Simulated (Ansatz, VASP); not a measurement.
## Cross-check of W (Tungsten) between VASP and Ansatz

Wanted: the spread between two codes on one cell, functional and k mesh. The cell is taken from a series of runs on this material, whose earlier steps may have relaxed, scaled, displaced or heated it; both programs get it as it stands.

Calculated with Ansatz 0.2.0; plane waves, with VASP 6.6.1 beside it; single point at LDA.

## Step 1: The structure

It takes space group Im-3m (No. 229, cubic). The conventional cell has a = 3.120 Å, b = 3.120 Å, c = 3.120 Å, α = 90.00°, β = 90.00°, γ = 90.00°. Nearest to W lie 8 W at 2.70 Å.

## Step 2: VASP: single point, LDA, pair 1

A single point gives forces, pressure and levels at one fixed geometry, so differences don't come from the geometry; what else differs is listed under the comparison.

Lines of VASP's logs that name or quote its potential files are left out, and so is its time.

The input, INCAR:

```
SYSTEM = W
PREC = Accurate
ENCUT = 600
EDIFF = 1E-06
NELM = 120
ISMEAR = 1
SIGMA = 0.2
LREAL = .FALSE.
ALGO = Normal
GGA = PW92
NBANDS = 9
LASPH = .TRUE.
LORBIT = 11
LWAVE = .FALSE.
LCHARG = .FALSE.
ISIF = 2
GGA_COMPAT = .FALSE.
```

The input, POSCAR:

```
W
1.0
   -1.5600022391      1.5600022391      1.5600022391
    1.5600022391     -1.5600022391      1.5600022391
    1.5600022391      1.5600022391     -1.5600022391
W
1
Direct
    0.0000000000      0.0000000000      0.0000000000
```

The input, KPOINTS:

```
Automatic mesh
0
Gamma
20 20 20
0 0 0
```

PAW data sets: W (LDA family, release 64).

On the command line:

```
$ mpirun -np 1 vasp_std
```

Numbers of over 12 decimals in the logs are rounded to 6 here.

What it wrote:

```text
[banner, memory and clock lines left out]
running    1 mpi-ranks, on    1 nodes
 distrk:  each k-point on    1 cores,    1 groups
 distr:  one band on    1 cores,    1 groups

 POSCAR found type information on POSCAR W
 POSCAR found :  1 types and       1 ions
|                                                                             |
|               ----> ADVICE to this user running VASP <----                  |
|                                                                             |
|     You enforced a specific xc type in the INCAR file but a different       |
|     [... a line on the potential file left out ...]
|     I HOPE YOU KNOW WHAT YOU ARE DOING!                                     |
|                                                                             |

 LDA part: xc-table for (Slater(with rela. corr.)+PW92), standard interpolation
 POSCAR, INCAR and KPOINTS ok, starting setup
 FFT: planning ... GRIDC
 FFT: planning ... GRID_SOFT
 FFT: planning ... GRID
 WAVECAR not read
 entering main loop
       N       E                     dE             d eps       ncg     rms          rms(c)
DAV:   1     0.808183906316E+01    0.80818E+01   -0.32272E+03  4608   0.648E+02
DAV:   2    -0.144621126068E+02   -0.22544E+02   -0.21725E+02  5495   0.133E+02
DAV:   3    -0.148897358690E+02   -0.42762E+00   -0.42531E+00  5219   0.151E+01
DAV:   4    -0.148907968621E+02   -0.10610E-02   -0.10609E-02  5395   0.803E-01
DAV:   5    -0.148907982731E+02   -0.14111E-05   -0.14110E-05  5287   0.263E-02    0.215E+01
DAV:   6    -0.143966830542E+02    0.49412E+00   -0.34499E-01  4923   0.380E+00    0.105E+01
DAV:   7    -0.142053619021E+02    0.19132E+00   -0.38056E-01  5099   0.385E+00    0.268E-01
DAV:   8    -0.142028321509E+02    0.25298E-02   -0.24596E-03  5043   0.381E-01    0.968E-02
DAV:   9    -0.142025481420E+02    0.28401E-03   -0.18077E-04  5474   0.626E-02    0.159E-02
DAV:  10    -0.142025512386E+02   -0.30966E-05   -0.91737E-06  5307   0.208E-02    0.181E-02
DAV:  11    -0.142025512329E+02    0.57025E-08   -0.29839E-07  2692   0.589E-03
   1 F= -.14202551E+02 E0= -.14202843E+02  d E =0.874257E-03
```

OUTCAR, selected parts (step 2):

```text
ion  position               nearest neighbor table
   1  0.000  0.000  0.000-

  LATTYP: Found a body centered cubic cell.
 ALAT       =     3.1200044782

 Subroutine GETGRP returns: Found 48 space group operations
 (whereof 48 operations were pure point group operations)

The static configuration has the point symmetry O_h .

 Found    256 irreducible k-points:

   k-points           NKPTS =    256   k-points in BZ     NKDIM =    256   number of bands    NBANDS=      9

   dimension x,y,z NGX =    24 NGY =   24 NGZ =   24
   dimension x,y,z NGXF=    48 NGYF=   48 NGZF=   48

   ENCUT  =  600.0 eV  44.10 Ry    6.64 a.u.   5.40  5.40  5.40*2*pi/ulx,y,z

   NELECT =       6.0000    total number of electrons

 k-points in reciprocal lattice and weights: Automatic mesh
   0.00000000  0.00000000  0.00000000       0.000
   0.05000000  0.00000000  0.00000000       0.002
   0.10000000  0.00000000  0.00000000       0.002
   0.15000000  0.00000000  0.00000000       0.002
   0.20000000  0.00000000  0.00000000       0.002
   0.25000000  0.00000000  0.00000000       0.002
   0.30000000  0.00000000  0.00000000       0.002
   0.35000000  0.00000000  0.00000000       0.002
   0.40000000  0.00000000  0.00000000       0.002
[...]
0.50000000  0.50000000  0.45000000       0.002
   0.50000000  0.50000000  0.50000000       0.000

 average (electrostatic) potential at core
       1 -37.6127

 E-fermi :   8.3751

 k-point     1 :       0.0000    0.0000    0.0000
  band No.  band energies     occupation
      1      -1.4695      2.00000
      2       6.9432      2.00000
      3       6.9432      2.00000
      4       6.9432      2.00000
      5      10.5683     -0.00000
      6      10.5683     -0.00000
      7      23.7154      0.00000
      8      23.7154      0.00000
      9      23.7154      0.00000

 k-point     2 :       0.0500    0.0000    0.0000
  band No.  band energies     occupation
      1      -1.3445      2.00000
      2       6.8652      2.00000
      3       6.9281      2.00000
      4       7.0683      2.00000
      5      10.4410     -0.00000
      6      10.5699     -0.00000
      7      23.8264      0.00000
      8      23.9326      0.00000
      9      24.0371      0.00000

 k-point     3 :       0.1000    0.0000    0.0000
  band No.  band energies     occupation
      1      -0.9805      2.00000
      2       6.6464      2.00000
      3       6.8635      2.00000
      4       7.4402      2.00000
      5      10.1501     -0.00000
      6      10.5796     -0.00000
      7      24.1171      0.00000
      8      24.5680      0.00000
      9      24.8867      0.00000

  Total        0.2586890      0.2586890      0.2586890      0.0000000     -0.0000000      0.0000000
  in kB       27.2930984     27.2930984     27.2930984      0.0000000     -0.0000000      0.0000000
  external PRESSURE =      27.2930984 kB  Pullay stress =       0.0000000 kB

  energy-cutoff  :      600.00
  volume of cell :       15.19
      direct lattice vectors                 reciprocal lattice vectors
    -1.560002239  1.560002239  1.560002239     0.000000000  0.320512360  0.320512360
     1.560002239 -1.560002239  1.560002239     0.320512360  0.000000000  0.320512360
     1.560002239  1.560002239 -1.560002239     0.320512360  0.320512360  0.000000000

 POSITION                                       TOTAL-FORCE (eV/Angst)
 -----------------------------------------------------------------------------------
      0.00000      0.00000      0.00000         0.000000      0.000000     -0.000000
 -----------------------------------------------------------------------------------
    total drift:                                0.000000      0.000000     -0.000000

  FREE ENERGIE OF THE ION-ELECTRON SYSTEM (eV)
  ---------------------------------------------------
  free  energy   TOTEN  =       -14.2025512329 eV

  energy  without entropy=      -14.2034254904  energy(sigma->0) =      -14.20284265

 total charge
# of ion       s       p       d       tot
------------------------------------------
    1        0.698   0.750   4.260   5.708

[... 3 further parts left out ...]
```

The run ends at a pressure of 2.73 GPa.

## Step 3: Ansatz: single point, LDA, pair 1

Ansatz runs on its PAW soft_1 files.

The same cell, functional (in two slightly different forms), mesh and smearing now go to Ansatz, which takes its cutoff from its data sets.

The input, input.yaml:

```yaml
crystal:
  lattice:
    - [-1.5600022391, 1.5600022391, 1.5600022391]
    - [1.5600022391, -1.5600022391, 1.5600022391]
    - [1.5600022391, 1.5600022391, -1.5600022391]
  atoms:
    - { symbol: W, position: [0.0, 0.0, 0.0] }
kpoints:
  mp_grid: { grid: [20, 20, 20] }
hamiltonian:
  xc: lda
  pseudopotentials: { kind: paw, azcp: { folder: soft_1 }, xc_functional: pbe }
scf:
  occupations: { method: methfessel_paxton, width: 0.2 }
  lower_state_search: "off"
output:
  forces: true
  stress: true
  eigenvalues: true
```

On the command line:

```
$ ansatz run input.yaml --threads 8 --pin off --max-ram 16384MiB --backend cpu --events-out ev --progress --plain --runs-dir out
```

What it wrote:

```text
Engine: ansatz 0.2.0, aarch64-unknown-linux-gnu
Pseudopotentials: kind: paw
Pseudopotential: W, paw, valence charge 14, recommended cutoff 420 eV (normal), soft_1/W.paw.azcp
Functional definition: SPW92
  exchange = slater_x
  correlation = pw_c
Crystal: 1 atoms, lattice volume = 15.186 Å³
Basis set: ecut = 420 eV, 321 PW (Γ)
Bands: 11, of which v1, the nominal top of the filled ones, is band 7 counted from 1 (6 counted from 0)
Symmetry: 48 space group operations
Space group: Im-3m (ITA 229), of the structure as read, at distance tolerance 2.5e-5 Å
k-points: 256 of 8000
Non-local potential: W, projectors of the file, l = 0: 3, l = 1: 2, l = 2: 2, l = 3: 1
PAW form: soft (Blöchl's): semilocal exchange-correlation on the pseudo side does not see the compensation charge
PAW frozen core: W, regenerated for the run's functional, and the local potential with it (the file was generated under x = pbe(κ = 0.804, μ = 0.219515), c = pbe(β = 0.066725))
PAW one-centre angular grid: W, 590 points (default); XC on 64 Gauss nodes
Initial density: superposition of atomic densities (chi_scale 0.1, normalization cell)
Initial wavefunctions: pseudopotential atomic-orbital guess
Functional: x = slater, c = lda
SCF iter   1: F=—  HF=-10130.883193 eV  |F-HF|=—  |Δ(HF+E_count)|=         —  Δρ=6.10e-2  dr2=4.59e-1  ethr=3.10e-3  ⟨swp⟩=5.0  Hψ=14642  notcnv=0
preconditioner: auto → none  [metal: Δε(μ)=0.042 eV  Ē_g=9.631 eV  σ=0.200 eV  W_gap=0.18  n_scr=0 (ndim 8)  ℏωp=23.3 eV  f_vac=0.000  D(μ)=0.23/eV (n_scr^D=0)]
SCF iter   2: F=—  HF=-10130.697104 eV  |F-HF|=—  |Δ(HF+E_count)|=   1.86e-1  S|Δr|=    0.00e0  Δρ=2.18e-2  dr2=3.03e-2  ethr=3.10e-3  ⟨swp⟩=2.6  Hψ=6491  notcnv=0  defer=14
SCF iter   3: F=—  HF=-10130.686393 eV  |F-HF|=—  |Δ(HF+E_count)|=   1.07e-2  S|Δr|=    0.00e0  Δρ=5.91e-3  dr2=1.59e-3  ethr=2.17e-4  ⟨swp⟩=2.1  Hψ=3426  notcnv=0  defer=14
SCF iter   4: F=—  HF=-10130.685768 eV  |F-HF|=—  |Δ(HF+E_count)|=   6.25e-4  S|Δr|=    0.00e0  Δρ=1.75e-4  dr2=1.44e-6  ethr=1.14e-5  ⟨swp⟩=1.0  Hψ=2802  notcnv=0  defer=14
SCF iter   5: F=—  HF=-10130.685767 eV  |F-HF|=—  |Δ(HF+E_count)|=   1.20e-6  S|Δr|=    0.00e0  Δρ=3.18e-5  dr2=6.61e-8  ethr=7.14e-10  ⟨swp⟩=6.7  Hψ=14330  notcnv=0
SCF iter   6: F=-10130.685767 eV  HF=-10130.685767 eV  |F-HF|=4.18e-11  |Δ(HF+E_count)|=   3.03e-8  S|Δr|=    0.00e0  Δρ=8.71e-7  dr2=6.28e-11  ethr=4.72e-10  ⟨swp⟩=2.0  Hψ=9949  notcnv=0
SCF 1 converged in 6 iterations: F = -10130.685767 eV  dr2 = 6.28e-11
  greatest PAW one-centre occupation: 0.999 electrons in one spin orbital (limit 2), on the W atom at site 0 (counted from 0), in its partial waves of l = 0
SCF converged after 6 iterations
Stability not checked: this state was not tested for a lower state beside it, because cold or Methfessel-Paxton smearing, or corrected tetrahedra, fill the levels in a way that the test cannot read (fill_not_monotonic; see scf.lower_state_search)
Free energy (F): -10130.685767 eV
Harris-Foulkes:  -10130.685767 eV  (|F-HF|=4.18e-11)
Internal energy: -10130.686764 eV  (E = F + TS)
E sigma→0 (E₀):  -10130.686016 eV
Entropy (-TS):   0.000997 eV (0.997 meV/atom)
Fermi energy:    23.236867 eV
--- Per-component energies (eV) ---
  E_band       = -74.066381
  E_kinetic    = 424.510214
  E_local      = -518.121588  (includes V_loc(G=0)·N_el)
  E_nonlocal   = -19.616476
  E_hartree    = 219.891630
  E_xc         = -266.805785
  E_vxc        = -232.680723  (∫ρ·V_xc dr)
  E_paw        = -8324.817759  (= ΣΔE_a)
  E_vpaw       = -167.941408  (= ΣTr[D̂ρ^β])
  E_aug_tail   = 0.000146  (compensation charges beyond the density's cutoff)
  E_ewald      = -1646.010396
  E_core_change = 0.283249  (= ΣΔE_core)
  E_smearing   = 0.000997  (= −TS)
  E_closure    = 0.000000  (closes the sum)
  Σ components = -10130.685767   (vs F -10130.685767, Δ=0.00e0)
--- Forces (eV/Å), atoms counted from 1 ---
  atom   1  W      0.00000000     0.00000000     0.00000000
  max |Σ_I F_I| component: 1.25e-31 eV/Å
--- Stress (GPa, compression-positive) ---
        5.242782       0.000000      -0.000000
       -0.000000       5.242782      -0.000000
        0.000000      -0.000000       5.242782
  P = ⅓ Tr σ = 5.2428 GPa (52.428 kbar)
--- Band table (eV; the first three rows and the last of 256) ---
  k-point 0: bands = [... 3 lower, -14.3942, 13.3394, 21.8229, 21.8229, 21.8229, 25.4494, 25.4494, 37.8669]
  k-point 1: bands = [... 3 lower, -14.3945, 13.4684, 21.7444, 21.8073, 21.9477, 25.3192, 25.4503, 37.9785]
  k-point 2: bands = [... 3 lower, -14.3952, 13.8427, 21.5244, 21.7410, 22.3185, 25.0235, 25.4582, 38.2736]
  k-point 255: bands = [... 3 lower, -15.4326, 16.9713, 16.9713, 28.6203, 28.6203, 28.6203, 31.8472, 31.8472]
```

The run ends at a pressure of 5.24 GPa.

## Step 4: Comparison

Known differences besides the potentials themselves: the data sets hold 14 valence electrons in Ansatz (on its PAW soft_1 files) and 6 in VASP; the cutoff is 420 eV in Ansatz and 600 eV in VASP; VASP's log shows a relativistic correction to its local exchange, Ansatz's none. Total energies have different zeros and are not compared.

Compared:

| quantity | Ansatz | VASP | difference |
| --- | --- | --- | --- |
| pressure (GPa) | 5.24 | 2.73 | +2.51 |

## Step 5: Other set-ups

Further runs change the set-up of one program: Ansatz's method, potentials or start, or VASP's data sets, cutoff or form of LDA. The table gives that difference for each run.

| run | pressure (GPa) |
| --- | --- |
| as above | 2.5 |
| VASP with the data sets W_sv and a cutoff of 500 eV | -1.6 |

## Step 6: VASP: single point, LDA, pair 2

With cell and atoms fixed, the geometry can't cause a difference; cores, projectors, grids and the points listed under the comparison can. The cell compared in this pair holds 14.95 Å³, against 15.19 Å³ for the pair before.

INCAR is that of step 2.

The input, POSCAR:

```
W
1.0
   -1.5520429056      1.5520429056      1.5520429056
    1.5520429056     -1.5520429056      1.5520429056
    1.5520429056      1.5520429056     -1.5520429056
W
1
Direct
    0.0000000000      0.0000000000      0.0000000000
```

KPOINTS is that of step 2.

On the command line:

```
$ mpirun -np 1 vasp_std
```

What it wrote:

```text
[banner, memory and clock lines left out]
running    1 mpi-ranks, on    1 nodes
[...]
[... a notice as in an earlier step ...]

 LDA part: xc-table for (Slater(with rela. corr.)+PW92), standard interpolation
 POSCAR, INCAR and KPOINTS ok, starting setup
[...]
entering main loop
       N       E                     dE             d eps       ncg     rms          rms(c)
DAV:   1     0.916456554882E+01    0.91646E+01   -0.32425E+03  4608   0.647E+02
DAV:   2    -0.144720037313E+02   -0.23637E+02   -0.22974E+02  5607   0.137E+02
DAV:   3    -0.148694677003E+02   -0.39746E+00   -0.39475E+00  5323   0.146E+01
DAV:   4    -0.148703612682E+02   -0.89357E-03   -0.89349E-03  5379   0.750E-01
[...]
DAV:   9    -0.141945602378E+02    0.35317E-03   -0.21502E-04  5459   0.656E-02    0.232E-02
DAV:  10    -0.141945631075E+02   -0.28697E-05   -0.12863E-05  5417   0.250E-02    0.189E-02
DAV:  11    -0.141945631348E+02   -0.27284E-07   -0.35180E-07  2737   0.667E-03
   1 F= -.14194563E+02 E0= -.14194811E+02  d E =0.742327E-03
```

Parts of OUTCAR (step 6):

```text
  Total        0.7805080      0.7805080      0.7805080      0.0000000      0.0000000      0.0000000
  in kB       83.6212768     83.6212768     83.6212768      0.0000000      0.0000000      0.0000000
  external PRESSURE =      83.6212768 kB  Pullay stress =       0.0000000 kB

 POSITION                                       TOTAL-FORCE (eV/Angst)
 -----------------------------------------------------------------------------------
      0.00000      0.00000      0.00000         0.000000      0.000000     -0.000000
 -----------------------------------------------------------------------------------
    total drift:                               -0.000000      0.000000      0.000000

  FREE ENERGIE OF THE ION-ELECTRON SYSTEM (eV)
  ---------------------------------------------------
  free  energy   TOTEN  =       -14.1945631348 eV

  energy  without entropy=      -14.1953054622  energy(sigma->0) =      -14.19481058

[... 1 part as in an earlier step ...]

[... 2 further parts left out ...]
[key lines of the parts left out:]
E-fermi :   8.5677
```

The run ends at a pressure of 8.36 GPa.

## Step 7: Ansatz: single point, LDA, pair 2

The same cell, functional (in two slightly different forms), mesh and smearing now go to Ansatz, which takes its cutoff from its data sets.

The cell is taken from a series of runs on this material, whose earlier steps may have relaxed, scaled, displaced or heated it; both programs get it as it stands.

input.yaml, the sections that differ from step 3:

```yaml
crystal:
  lattice:
    - [-1.5520429056, 1.5520429056, 1.5520429056]
    - [1.5520429056, -1.5520429056, 1.5520429056]
    - [1.5520429056, 1.5520429056, -1.5520429056]
  atoms:
    - { symbol: W, position: [0.0, 0.0, 0.0] }
# kpoints, hamiltonian, scf, output: as in step 3
```

On the command line:

```
$ ansatz run input.yaml --threads 8 --pin off --max-ram 16384MiB --backend cpu --events-out ev --progress --plain --runs-dir out
```

What it wrote:

```text
[...]
Crystal: 1 atoms, lattice volume = 14.954 Å³
Basis set: ecut = 420 eV, 321 PW (Γ)
Bands: 11, of which v1, the nominal top of the filled ones, is band 7 counted from 1 (6 counted from 0)
Symmetry: 48 space group operations
[...]
k-points: 256 of 8000
[...]
--- Band table (eV; the first three rows and the last of 256) ---
  k-point 0: bands = [... 3 lower, -13.9449, 13.6625, 22.1992, 22.1992, 22.1992, 25.8911, 25.8911, 38.3055]
  k-point 1: bands = [... 3 lower, -13.9452, 13.7940, 22.1189, 22.1832, 22.3266, 25.7570, 25.8919, 38.4200]
  k-point 2: bands = [... 3 lower, -13.9460, 14.1755, 21.8937, 22.1153, 22.7053, 25.4531, 25.8995, 38.7238]
  k-point 255: bands = [... 3 lower, -15.0334, 17.2455, 17.2455, 29.1426, 29.1426, 29.1426, 32.3869, 32.3869]
[key lines of the parts left out:]
SCF converged after 6 iterations
Free energy (F): -10130.674168 eV
Fermi energy:    23.651990 eV
P = ⅓ Tr σ = 10.9000 GPa (109.000 kbar)
```

The run ends at a pressure of 10.90 GPa.

(Continued in part 2 of 2.)

[Lines on the potential files, build, host, timing and source positions are cut from VASP's logs without a mark.]

[Logs are printed without paths, hosts, clocks, repeated set-up lines and the standing remarks that a program may print on its own settings, such as how far it seeks lower states.]

[Hosts, paths, dates, database ids (printed as entryN), source tags and the programs' standing remarks are cut or masked in the printed files.]
